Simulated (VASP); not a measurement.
Method: rev-vdW-DF2, VASP's PBE PAW potentials (set 64) (plane waves; VASP 6.6.1).

Input for VASP

INCAR:
```
AGGAC=0.0
ALGO=Normal
EDIFF=1E-7
ENCUT=520
GGA=MK
ICHARG=11
ISMEAR=0
LASPH=.TRUE.
LCHARG=.FALSE.
LMAXMIX=4
LORBIT=11
LREAL=.FALSE.
LUSE_VDW=.TRUE.
LWAVE=.FALSE.
NELM=100
PARAM1=0.1234568
PARAM2=0.7114
PREC=Accurate
SIGMA=0.05
SYSTEM=MoTe2
ZAB_VDW=-1.8867
```

POSCAR:
```
MoTe2
1
    1.7675465839    -3.0614800613     0.0000000000
    1.7675465839     3.0614800613     0.0000000000
    0.0000000000     0.0000000000    14.0355924448
Te Mo
4 2
Direct
  0.3333330000   0.6666670000   0.8793472275
  0.6666670000   0.3333330000   0.3793472275
  0.6666670000   0.3333330000   0.1206527725
  0.3333330000   0.6666670000   0.6206527725
  0.3333330000   0.6666670000   0.2500000000
  0.6666670000   0.3333330000   0.7500000000
```

### KPOINTS
```
k-points along high-symmetry lines
10
Line-mode
Reciprocal
  0.000000   0.000000   0.000000 ! GAMMA
  0.000000   0.500000   0.000000 ! M

  0.000000   0.500000   0.000000 ! M
 -0.333333   0.666667   0.000000 ! K

 -0.333333   0.666667   0.000000 ! K
  0.000000   0.000000   0.000000 ! GAMMA

  0.000000   0.000000   0.000000 ! GAMMA
  0.000000   0.000000   0.500000 ! A

  0.000000   0.000000   0.500000 ! A
  0.000000   0.500000   0.500000 ! L

  0.000000   0.500000   0.500000 ! L
 -0.333333   0.666667   0.500000 ! H

 -0.333333   0.666667   0.500000 ! H
  0.000000   0.000000   0.500000 ! A

  0.000000   0.500000   0.500000 ! L
  0.000000   0.500000   0.000000 ! M

 -0.333333   0.666667   0.500000 ! H
 -0.333333   0.666667   0.000000 ! K
```

POTCAR, in this order: Te Mo_sv (PBE.64 set). Program: vasp_std. Read from the step before: CHGCAR.

What VASP printed:

### OSZICAR
```
       N       E                     dE             d eps       ncg     rms          rms(c)
DAV:   1     0.420079816646E+03    0.42008E+03   -0.27485E+04  6588   0.150E+03
DAV:   2    -0.407058328256E+00   -0.42049E+03   -0.41205E+03  7061   0.349E+02
DAV:   3    -0.231258305003E+02   -0.22719E+02   -0.22132E+02  7052   0.679E+01
DAV:   4    -0.238163514418E+02   -0.69052E+00   -0.68770E+00  6892   0.112E+01
DAV:   5    -0.238369548453E+02   -0.20603E-01   -0.20589E-01  7362   0.202E+00
DAV:   6    -0.238374363031E+02   -0.48146E-03   -0.48137E-03  6889   0.290E-01
DAV:   7    -0.238374522851E+02   -0.15982E-04   -0.15980E-04  7250   0.503E-02
DAV:   8    -0.238374528551E+02   -0.57002E-06   -0.56996E-06  6747   0.863E-03
DAV:   9    -0.238374528828E+02   -0.27690E-07   -0.27678E-07  4884   0.173E-03
   1 F= -.23837453E+02 E0= -.23837453E+02  d E =-.319042E-20
```

### OUTCAR
```
 val. band max:        7.8693977644   @ k =   0.0000   0.0000   0.0000

 cond. band min:       8.5694420537   @ k =  -0.1852   0.3704   0.0000



 k-point     1 :       0.0000    0.0000    0.0000
  band No.  band energies     occupation
      1     -52.9220      2.00000
      2     -52.9220      2.00000
      3     -27.1001      2.00000
      4     -27.1001      2.00000
      5     -26.9784      2.00000
      6     -26.9784      2.00000
      7     -26.9784      2.00000
      8     -26.9784      2.00000
      9      -5.0780      2.00000
     10      -4.7568      2.00000
     11      -4.2565      2.00000
     12      -3.7611      2.00000
     13       2.0775      2.00000
     14       3.3758      2.00000
     15       4.7859      2.00000
     16       6.0798      2.00000
     17       6.0798      2.00000
     18       6.0957      2.00000
     19       6.0957      2.00000
     20       6.8443      2.00000
     21       6.8443      2.00000
     22       6.8492      2.00000
     23       6.8801      2.00000
     24       6.8801      2.00000
     25       7.5536      2.00000
     26       7.8694      2.00000
     27      10.7013      0.00000
     28      10.7023      0.00000
     29      10.8333      0.00000
     30      10.8407      0.00000
     31      10.9050      0.00000

 k-point     2 :       0.0000    0.0556    0.0000
  band No.  band energies     occupation
      1     -52.9217      2.00000
      2     -52.9217      2.00000
      3     -27.0993      2.00000
      4     -27.0993      2.00000
      5     -26.9822      2.00000
      6     -26.9821      2.00000
      7     -26.9793      2.00000
      8     -26.9793      2.00000
      9      -5.0352      2.00000
     10      -4.7146      2.00000
     11      -4.2246      2.00000
     12      -3.7332      2.00000
     13       2.1261      2.00000
     14       3.4223      2.00000
     15       4.7646      2.00000
     16       5.9812      2.00000
     17       6.0017      2.00000
     18       6.1135      2.00000
...
```

The density is held fixed in this step, so its total energy and stress have no physical meaning. Unless said otherwise, spin-orbit coupling is left out, though it shifts the bands of the heavy elements here.

The compound is MoTe2 in the 2H layered structure. It was relaxed first.
